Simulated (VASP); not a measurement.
An input for Quantum ESPRESSO's pw.x (written as the equivalent of a VASP run, and not itself run):

```
&CONTROL
  calculation = 'scf'
  pseudo_dir = './pseudo'
  outdir = './out'
  tprnfor = .true.
  tstress = .true.
/
&SYSTEM
  ibrav = 0
  nat = 6
  ntyp = 3
  ecutwfc = 84
  occupations = 'smearing'
  smearing = 'gaussian'
  degauss = 0.000735
  input_dft = 'pbesol'
/
&ELECTRONS
  conv_thr = 7.3e-08
  electron_maxstep = 100
/
ATOMIC_SPECIES
  Re 186.207 Re.upf
  N 14.007 N.upf
  Cl 35.450 Cl.upf
CELL_PARAMETERS angstrom
    -4.3640370    4.3640370    2.0355810
     4.3640370   -4.3640370    2.0355810
     4.3640370    4.3640370   -2.0355810
ATOMIC_POSITIONS crystal
  Re   0.0144200  0.0144200  0.0000000
  N    0.4261800  0.4261800  0.0000000
  Cl   0.1785800  0.8608800  0.1822200
  Cl   0.8608800  0.6786600  0.6823000
  Cl   0.6786600  0.9963600  0.8177800
  Cl   0.9963600  0.1785800  0.3177000
K_POINTS automatic
  5 5 5 0 0 0
```

Q: Write the VASP files for the same calculation (PBEsol).

A: This is not unique; one that fits is 
File POSCAR:
```
ReNCl4
1
   -4.3640370000     4.3640370000     2.0355810000
    4.3640370000    -4.3640370000     2.0355810000
    4.3640370000     4.3640370000    -2.0355810000
Re N Cl
1 1 4
Direct
  0.0144200000   0.0144200000   0.0000000000
  0.4261800000   0.4261800000   0.0000000000
  0.1785800000   0.8608800000   0.1822200000
  0.8608800000   0.6786600000   0.6823000000
  0.6786600000   0.9963600000   0.8177800000
  0.9963600000   0.1785800000   0.3177000000
```

**INCAR**
```
SYSTEM = ReNCl4
PREC = Accurate; ENCUT = 400; LREAL = .FALSE.
LASPH = .TRUE.
EDIFF = 1E-6; NELM = 100; ALGO = Normal
LMAXMIX = 6
ISMEAR = 0; SIGMA = 0.01
GGA = PS
ISIF = 2
LWAVE = .FALSE.; LCHARG = .FALSE.
```

**KPOINTS**
```
Automatic mesh
0
Gamma
5 5 5
0 0 0
```

POTCAR, in this order: Re N Cl (PBE.64 set). Program: vasp_std.

Limits of the translation: the potentials are each code's own (VASP's PAW set, PseudoDojo norm-conserving files in pw.x), so ENCUT and ecutwfc are chosen apart and not converted; conv_thr bounds pw.x's estimated SCF error, while EDIFF bounds the energy change between steps.

The structure comes from a computed database's ReNCl4 entry (I4); how it stands against other phases isn't given here. The cell was not relaxed at this level.
